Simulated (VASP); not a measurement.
VASP ran on this input.

### POSCAR
```
PdIn
1
    3.4376931315    -0.0000000000    -0.0000000000
   -0.0000000000     3.4376931315    -0.0000000000
   -0.0000000000    -0.0000000000     3.4376931315
In Pd
1 1
Direct
  0.5000000000   0.5000000000   0.5000000000
  0.0000000000   0.0000000000   0.0000000000
```

INCAR:
```
# general
SYSTEM    =  PdIn
PREC      =  Accurate
ENCUT     =  520
LREAL     =  .False.
LASPH     =  .True.

# electronic loop
EDIFF     =  1E-6
NELM      =  100
ALGO      =  Normal
LMAXMIX   =  4

# smearing
ISMEAR    =  1
SIGMA     =  0.1

# functional
GGA       =  ML
LUSE_VDW  =  .True.
AGGAC     =  0.0
ZAB_VDW   =  -1.8867

# ions
IBRION    =  2
NSW       =  60
ISIF      =  3
EDIFFG    =  -0.01

# output
LWAVE     =  .False.
LCHARG    =  .False.
```

File KPOINTS:
```
Automatic mesh
0
Gamma
10 10 10
0 0 0
```

POTCAR, in this order: In_d Pd (PBE.64 set). Program: vasp_std.

Q: Write an equivalent input for Quantum ESPRESSO's pw.x.

A: One equivalent input (not run):
```
&CONTROL
  calculation = 'vc-relax'
  pseudo_dir = './pseudo'
  outdir = './out'
  tprnfor = .true.
  tstress = .true.
  nstep = 60
  forc_conv_thr = 0.00039
/
&SYSTEM
  ibrav = 0
  nat = 2
  ntyp = 2
  ecutwfc = 82
  occupations = 'smearing'
  smearing = 'methfessel-paxton'
  degauss = 0.00735
  input_dft = 'vdw-df2'
/
&ELECTRONS
  conv_thr = 7.3e-08
  electron_maxstep = 100
/
&IONS
/
&CELL
/
ATOMIC_SPECIES
  In 114.818 In.upf
  Pd 106.420 Pd.upf
CELL_PARAMETERS angstrom
     3.4376931   -0.0000000   -0.0000000
    -0.0000000    3.4376931   -0.0000000
    -0.0000000   -0.0000000    3.4376931
ATOMIC_POSITIONS crystal
  In   0.5000000  0.5000000  0.5000000
  Pd   0.0000000  0.0000000  0.0000000
K_POINTS automatic
  10 10 10 0 0 0
```
The two are equivalent in intent, not identical: the potentials are each code's own (VASP's PAW set, PseudoDojo norm-conserving files in pw.x), so ENCUT and ecutwfc are chosen apart and not converted; conv_thr bounds pw.x's estimated SCF error, while EDIFF bounds the energy change between steps; forc_conv_thr acts on force components and is met together with etot_conv_thr.

The compound is PdIn in the CsCl type structure. It was relaxed first, which changed the volume by +18 %. The start is the result of an earlier pass.
